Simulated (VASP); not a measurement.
Level of theory: PBE GGA with D4 dispersion, VASP's PBE PAW potentials (set 64) (plane waves; VASP 6.6.1).

The input files of a VASP run:

File KPOINTS:
```
Regular mesh
0
Gamma
 7 7 2
0 0 0
```

INCAR:
```
ENCUT = 520
LMAXMIX = 6   ! l cut-off of mixed one-centre charges
NSW = 60
GGA = PE   ! PBE
LWAVE = .FALSE.
IVDW = 13   ! D4
SYSTEM = WS2
SIGMA = 0.05   ! width (eV)
ALGO = Normal   ! blocked Davidson
ISIF = 3
IBRION = 2   ! conjugate gradients
PREC = Accurate
LREAL = .FALSE.   ! projection in real space or not
EDIFF = 1E-6   ! SCF stop (eV)
EDIFFG = -0.02   ! ionic stop
NELM = 100
LASPH = .TRUE.   ! aspherical one-centre terms
ISMEAR = 0   ! Gaussian
LCHARG = .FALSE.
```

POSCAR:
```
WS2
1
    1.5787754632    -2.7345192940    -0.0000000000
    1.5787754632     2.7345192940     0.0000000000
   -0.0000000000    -0.0000000000    12.2784132590
W S
2 4
Direct
  0.3333330000   0.6666670000   0.2500000000
  0.6666670000   0.3333330000   0.7500000000
  0.3333330000   0.6666670000   0.8780902237
  0.6666670000   0.3333330000   0.3780902237
  0.6666670000   0.3333330000   0.1219097763
  0.3333330000   0.6666670000   0.6219097763
```

POTCAR, in this order: W_sv S (PBE.64 set). Program: vasp_std.

Output of the run:

### OUTCAR
```
 ion  position               nearest neighbor table
   1  0.333  0.667  0.250-   4 2.41   5 2.41   4 2.41   5 2.41   4 2.41   5 2.41
   2  0.667  0.333  0.750-   3 2.41   6 2.41   3 2.41   6 2.41   3 2.41   6 2.41
   3  0.333  0.667  0.878-   2 2.41   2 2.41   2 2.41
   4  0.667  0.333  0.378-   1 2.41   1 2.41   1 2.41
   5  0.667  0.333  0.122-   1 2.41   1 2.41   1 2.41
   6  0.333  0.667  0.622-   2 2.41   2 2.41   2 2.41
  LATTYP: Found a hexagonal cell.
 ALAT       =     3.1575509073
 C/A-ratio  =     3.8885875855
 Subroutine PRICEL returns:
 Original cell was already a primitive cell.
 Subroutine GETGRP returns: Found 24 space group operations
The static configuration has the point symmetry D_3d.
 The point group associated with its full space group is D_6h.
The dynamic configuration has the point symmetry D_3d.
 Subroutine INISYM returns: Found 24 space group operations
 Subroutine IBZKPT returns following result:
 Found     16 irreducible k-points:

 Following reciprocal coordinates:
            Coordinates               Weight
  0.000000  0.000000  0.000000      1.000000
  0.142857  0.000000  0.000000      6.000000
  0.285714  0.000000  0.000000      6.000000
  0.428571 -0.000000  0.000000      6.000000
  0.142857  0.142857  0.000000      6.000000
  0.285714  0.142857  0.000000     12.000000
  0.428571  0.142857  0.000000      6.000000
  0.285714  0.285714  0.000000      6.000000
  0.000000  0.000000  0.500000      1.000000
  0.142857  0.000000  0.500000      6.000000
  0.285714  0.000000  0.500000      6.000000
  0.428571 -0.000000  0.500000      6.000000
  0.142857  0.142857  0.500000      6.000000
  0.285714  0.142857  0.500000     12.000000
  0.428571  0.142857  0.500000      6.000000
  0.285714  0.285714  0.500000      6.000000
   k-points           NKPTS =     16   k-points in BZ     NKDIM =     16   number of bands    NBANDS=     31
   number of dos      NEDOS =    301   number of ions     NIONS =      6
   total plane-waves  NPLWV =  55296
   dimension x,y,z NGX =    24 NGY =   24 NGZ =   96
   dimension x,y,z NGXF=    48 NGYF=   48 NGZF=  192
   ions per type =               2   4
   PREC   = accura    normal or accurate (medium, high low for compatibility)
   ISTART =      0    job   : 0-new  1-cont  2-samecut
   ICHARG =      2    charge: 1-file 2-atom 10-const
   ISPIN  =      1    spin polarized calculation?
   LNONCOLLINEAR =      F non collinear calculations
   LSORBIT =      F    spin-orbit coupling
   INIWAV =      1    electr: 0-lowe 1-rand  2-diag
   ENCUT  =  520.0 eV  38.22 Ry    6.18 a.u.   5.87  5.87 22.83*2*pi/ulx,y,z
   NELM   =    100;   NELMIN=  2; NELMDL= -5     # of ELM steps
   EDIFF  = 0.1E-05   stopping-criterion for ELM
   LREAL  =      F    real-space projection
   NLSPLINE    = F    spline interpolate recip. space projectors
   LMAXMIX     =    6 max onsite mixed and CHGCAR
   VOSKOWN=      0    Vosko Wilk Nusair interpolation
   EDIFFG = -.2E-01   stopping-criterion for IOM
   NSW    =     60    number of steps for IOM
   NBLOCK =      1;   KBLOCK =     60    inner block; outer block
   IBRION =      2    ionic relax: 0-MD 1-quasi-New 2-CG
   NFREE  =      1    steps in history (QN), initial steepest desc. (CG)
   ISIF   =      3    stress and relaxation
   ISYM   =      2    0-nonsym 1-usesym 2-fastsym
   TEIN   =    0.0    initial temperature
   TEBEG  =    0.0;   TEEND  =   0.0 temperature during run
   SMASS  =  -3.00    Nose mass-parameter (am)
   PSTRESS=    0.0 pullay stress
   NELECT =      52.0000    total number of electrons
   EFERMI =   0.00;   METHOD = LEGACY
   ISMEAR =     0;   SIGMA  =   0.05  broadening in eV -4-tet -1-fermi 0-gaus
   IALGO  =     38    algorithm
   LDIAG  =      T    sub-space diagonalisation (order eigenvalues)
   IMIX   =      4    mixing-type and parameters
...
```

File OSZICAR:
```
       N       E                     dE             d eps       ncg     rms          rms(c)
DAV:   1     0.519936583249E+03    0.51994E+03   -0.28842E+04  1096   0.167E+03
DAV:   2    -0.154936785432E+02   -0.53543E+03   -0.52478E+03  1172   0.451E+02
DAV:   3    -0.490499897060E+02   -0.33556E+02   -0.33000E+02  1261   0.102E+02
DAV:   4    -0.498941988381E+02   -0.84421E+00   -0.84190E+00  1196   0.167E+01
DAV:   5    -0.499181687200E+02   -0.23970E-01   -0.23961E-01  1270   0.280E+00    0.384E+01
DAV:   6    -0.475703452911E+02    0.23478E+01   -0.14062E+01  1159   0.217E+01    0.171E+01
DAV:   7    -0.473380100884E+02    0.23234E+00   -0.37674E+00  1153   0.903E+00    0.642E+00
DAV:   8    -0.472262830626E+02    0.11173E+00   -0.58357E-01  1307   0.454E+00    0.204E+00
DAV:   9    -0.472282039302E+02   -0.19209E-02   -0.59517E-02  1386   0.126E+00    0.102E+00
DAV:  10    -0.472262150304E+02    0.19889E-02   -0.30480E-02  1237   0.107E+00    0.302E-01
DAV:  11    -0.472259472337E+02    0.26780E-03   -0.50717E-03  1223   0.433E-01    0.161E-01
DAV:  12    -0.472258955682E+02    0.51665E-04   -0.22105E-04  1228   0.100E-01    0.714E-02
DAV:  13    -0.472259053853E+02   -0.98171E-05   -0.14037E-04  1289   0.638E-02    0.249E-02
DAV:  14    -0.472259064872E+02   -0.11019E-05   -0.71147E-06  1119   0.167E-02    0.135E-02
DAV:  15    -0.472259065430E+02   -0.55835E-07   -0.72414E-07   818   0.523E-03
   1 F= -.49897586E+02 E0= -.49897586E+02  d E =-.498976E+02
       N       E                     dE             d eps       ncg     rms          rms(c)
DAV:   1    -0.472234306937E+02    0.24758E-02   -0.35079E-02  1125   0.129E+00    0.222E-01
DAV:   2    -0.472229356198E+02    0.49507E-03   -0.27992E-03  1162   0.370E-01    0.102E-01
DAV:   3    -0.472228394605E+02    0.96159E-04   -0.20499E-04  1182   0.776E-02    0.520E-02
DAV:   4    -0.472228148251E+02    0.24635E-04   -0.56237E-05  1140   0.429E-02    0.424E-02
DAV:   5    -0.472228131011E+02    0.17240E-05   -0.13089E-05  1188   0.233E-02    0.191E-02
DAV:   6    -0.472228139168E+02   -0.81572E-06   -0.60748E-06  1112   0.130E-02
   2 F= -.49897973E+02 E0= -.49897973E+02  d E =-.387300E-03
       N       E                     dE             d eps       ncg     rms          rms(c)
DAV:   1    -0.472218854451E+02    0.92766E-03   -0.31617E-03  1125   0.386E-01    0.675E-02
DAV:   2    -0.472218387003E+02    0.46745E-04   -0.25786E-04  1171   0.112E-01    0.298E-02
DAV:   3    -0.472218299399E+02    0.87604E-05   -0.19314E-05  1199   0.236E-02    0.154E-02
DAV:   4    -0.472218280195E+02    0.19204E-05   -0.50050E-06   997   0.130E-02    0.130E-02
DAV:   5    -0.472218285429E+02   -0.52345E-06   -0.11871E-06   643   0.788E-03
   3 F= -.49898041E+02 E0= -.49898041E+02  d E =-.455392E-03
       N       E                     dE             d eps       ncg     rms          rms(c)
DAV:   1    -0.472200194963E+02    0.18085E-02   -0.12837E-02  1125   0.780E-01    0.135E-01
DAV:   2    -0.472198339018E+02    0.18559E-03   -0.10309E-03  1140   0.224E-01    0.610E-02
DAV:   3    -0.472197986016E+02    0.35300E-04   -0.76312E-05  1175   0.476E-02    0.312E-02
DAV:   4    -0.472197899525E+02    0.86491E-05   -0.20454E-05  1133   0.258E-02    0.256E-02
DAV:   5    -0.472197900523E+02   -0.99843E-07   -0.45557E-06   996   0.141E-02
   4 F= -.49898105E+02 E0= -.49898105E+02  d E =-.519385E-03
       N       E                     dE             d eps       ncg     rms          rms(c)
DAV:   1    -0.472172848067E+02    0.25051E-02   -0.33533E-02  1057   0.141E+00    0.296E-01
DAV:   2    -0.472164181232E+02    0.86668E-03   -0.57946E-03  1187   0.509E-01    0.154E-01
DAV:   3    -0.472162754166E+02    0.14271E-03   -0.39977E-04  1141   0.103E-01    0.486E-02
DAV:   4    -0.472162316032E+02    0.43813E-04   -0.13459E-04  1143   0.607E-02    0.319E-02
DAV:   5    -0.472162308476E+02    0.75561E-06   -0.11790E-05  1256   0.240E-02    0.228E-02
DAV:   6    -0.472162320967E+02   -0.12491E-05   -0.73395E-06  1071   0.146E-02    0.337E-03
DAV:   7    -0.472162324789E+02   -0.38219E-06   -0.99983E-07   615   0.668E-03
   5 F= -.49898314E+02 E0= -.49898314E+02  d E =-.208940E-03
       N       E                     dE             d eps       ncg     rms          rms(c)
DAV:   1    -0.472151179669E+02    0.11141E-02   -0.38790E-03  1084   0.482E-01    0.100E-01
DAV:   2    -0.472150177822E+02    0.10018E-03   -0.67193E-04  1201   0.173E-01    0.523E-02
DAV:   3    -0.472150013488E+02    0.16433E-04   -0.46453E-05  1139   0.349E-02    0.165E-02
DAV:   4    -0.472149965597E+02    0.47891E-05   -0.15512E-05  1150   0.206E-02    0.108E-02
DAV:   5    -0.472149970296E+02   -0.46990E-06   -0.11422E-06   748   0.813E-03
   6 F= -.49898362E+02 E0= -.49898362E+02  d E =-.256116E-03
       N       E                     dE             d eps       ncg     rms          rms(c)
DAV:   1    -0.472129727393E+02    0.20238E-02   -0.15421E-02  1049   0.962E-01    0.200E-01
DAV:   2    -0.472125749195E+02    0.39782E-03   -0.26309E-03  1166   0.344E-01    0.104E-01
DAV:   3    -0.472125093447E+02    0.65575E-04   -0.18184E-04  1155   0.693E-02    0.331E-02
DAV:   4    -0.472124892881E+02    0.20057E-04   -0.61911E-05  1143   0.412E-02    0.217E-02
DAV:   5    -0.472124894937E+02   -0.20564E-06   -0.52204E-06  1049   0.163E-02
   7 F= -.49898427E+02 E0= -.49898427E+02  d E =-.321158E-03
       N       E                     dE             d eps       ncg     rms          rms(c)
DAV:   1    -0.472123172505E+02    0.17204E-03   -0.14971E-02   999   0.752E-01    0.126E-01
DAV:   2    -0.472121198748E+02    0.19738E-03   -0.15952E-03  1164   0.244E-01    0.771E-02
DAV:   3    -0.472120925877E+02    0.27287E-04   -0.74260E-05  1224   0.520E-02    0.352E-02
DAV:   4    -0.472120742617E+02    0.18326E-04   -0.75624E-05  1140   0.405E-02    0.131E-02
DAV:   5    -0.472120736149E+02    0.64686E-06   -0.56052E-06  1062   0.145E-02
   8 F= -.49898636E+02 E0= -.49898636E+02  d E =-.209106E-03
       N       E                     dE             d eps       ncg     rms          rms(c)
DAV:   1    -0.472127455336E+02   -0.67127E-03   -0.13537E-01   992   0.226E+00    0.377E-01
DAV:   2    -0.472109865363E+02    0.17590E-02   -0.14469E-02  1142   0.732E-01    0.236E-01
DAV:   3    -0.472107405316E+02    0.24600E-03   -0.67863E-04  1223   0.157E-01    0.108E-01
DAV:   4    -0.472105784886E+02    0.16204E-03   -0.70301E-04  1126   0.124E-01    0.412E-02
DAV:   5    -0.472105705612E+02    0.79274E-05   -0.51824E-05  1271   0.438E-02    0.225E-02
DAV:   6    -0.472105721113E+02   -0.15501E-05   -0.20839E-05  1140   0.224E-02    0.109E-02
DAV:   7    -0.472105718346E+02    0.27664E-06   -0.24125E-06   759   0.933E-03
   9 F= -.49899022E+02 E0= -.49899022E+02  d E =-.595684E-03
```

### OUTCAR
```
------------------------ aborting loop because EDIFF is reached ----------------------------------------
  Edisp (eV):   -2.68845
  FORCE on cell =-STRESS in cart. coord.  units (eV):
  Direction    XX          YY          ZZ          XY          YZ          ZX
  --------------------------------------------------------------------------------------
  Total       0.00911     0.00911     0.00060     0.00000    -0.00000    -0.00000
  in kB       0.13855     0.13855     0.00917     0.00000    -0.00000    -0.00000
  external pressure =        0.10 kB  Pullay stress =        0.00 kB
  volume of cell :      105.34
      direct lattice vectors                 reciprocal lattice vectors
     1.577843307 -2.732904753  0.000000000     0.316888247 -0.182955516  0.000000000
     1.577843307  2.732904753 -0.000000000     0.316888247  0.182955516  0.000000000
    -0.000000000  0.000000000 12.214583312    -0.000000000  0.000000000  0.081869350
 POSITION                                       TOTAL-FORCE (eV/Angst)
 -----------------------------------------------------------------------------------
      1.57784      0.91097      3.05365        -0.000000     -0.000000      0.000000
      1.57784     -0.91097      9.16094         0.000000     -0.000000      0.000000
      1.57784      0.91097     10.73526        -0.000000     -0.000000      0.010031
      1.57784     -0.91097      4.62797        -0.000000      0.000000      0.010031
      1.57784     -0.91097      1.47932         0.000000      0.000000     -0.010031
      1.57784      0.91097      7.58662        -0.000000     -0.000000     -0.010031
 -----------------------------------------------------------------------------------
    total drift:                               -0.000157      0.001141     -0.000035
  FREE ENERGIE OF THE ION-ELECTRON SYSTEM (eV)
  ---------------------------------------------------
  free  energy   TOTEN  =       -49.8990222797 eV

  energy  without entropy=      -49.8990222797  energy(sigma->0) =      -49.89902228

 reached required accuracy - stopping structural energy minimisation
```
(Selected blocks of OUTCAR.)

### CONTCAR
```
WS2
   1.00000000000000
     1.5778433074748628   -2.7329047529627535    0.0000000000000000
     1.5778433074748628    2.7329047529627535   -0.0000000000000000
    -0.0000000000000000    0.0000000000000000   12.2145833120732998
  W               S
     2     4
Direct
     0.3333330000000032    0.6666669999999968    0.2500000000000000
     0.6666669999999968    0.3333330000000032    0.7500000000000000
     0.3333330000000032    0.6666669999999968    0.8788887314170538
     0.6666669999999968    0.3333330000000032    0.3788887314170539
     0.6666669999999968    0.3333330000000032    0.1211112685829461
     0.3333330000000032    0.6666669999999968    0.6211112685829462
```

OUTCAR:
```
 val. band max:        7.6191706353   @ k =   0.0000   0.0000   0.0000

 cond. band min:       8.6584351028   @ k =   0.1429   0.1429   0.0000


 Fermi energy:         7.8902491349

 k-point     1 :       0.0000    0.0000    0.0000
  band No.  band energies     occupation
      1     -67.0125      2.00000
      2     -67.0125      2.00000
      3     -31.2678      2.00000
      4     -31.2678      2.00000
      5     -31.0924      2.00000
      6     -31.0924      2.00000
      7     -31.0924      2.00000
      8     -31.0924      2.00000
      9      -8.0270      2.00000
     10      -7.7604      2.00000
     11      -6.5201      2.00000
     12      -6.0226      2.00000
     13      -0.0918      2.00000
     14       1.0510      2.00000
     15       3.6991      2.00000
     16       4.1453      2.00000
     17       4.1453      2.00000
     18       4.1621      2.00000
     19       4.1621      2.00000
     20       5.3682      2.00000
     21       5.3683      2.00000
     22       5.4309      2.00000
     23       5.4310      2.00000
     24       6.1641      2.00000
     25       6.3686      2.00000
     26       7.6192      2.00000
     27       9.9018      0.00000
     28       9.9018      0.00000
     29       9.9143      0.00000
     30       9.9151      0.00000
     31       9.9311      0.00000

 k-point     2 :       0.1429    0.0000    0.0000
  band No.  band energies     occupation
      1     -67.0089      2.00000
      2     -67.0089      2.00000
      3     -31.2552      2.00000
      4     -31.2551      2.00000
      5     -31.1622      2.00000
      6     -31.1622      2.00000
      7     -31.1086      2.00000
      8     -31.1086      2.00000
      9      -7.6878      2.00000
     10      -7.4224      2.00000
     11      -6.3705      2.00000
     12      -5.9155      2.00000
     13       0.3090      2.00000
     14       1.4428      2.00000
     15       3.2527      2.00000
     16       3.3318      2.00000
     17       3.3846      2.00000
...
```

Unless said otherwise, spin-orbit coupling is left out, though it shifts the bands of the heavy elements here.

The compound is WS2 in the 2H layered structure. This run relaxes it. Symmetry was kept, so distortions that lower it aren't found. The start is the result of an earlier pass.
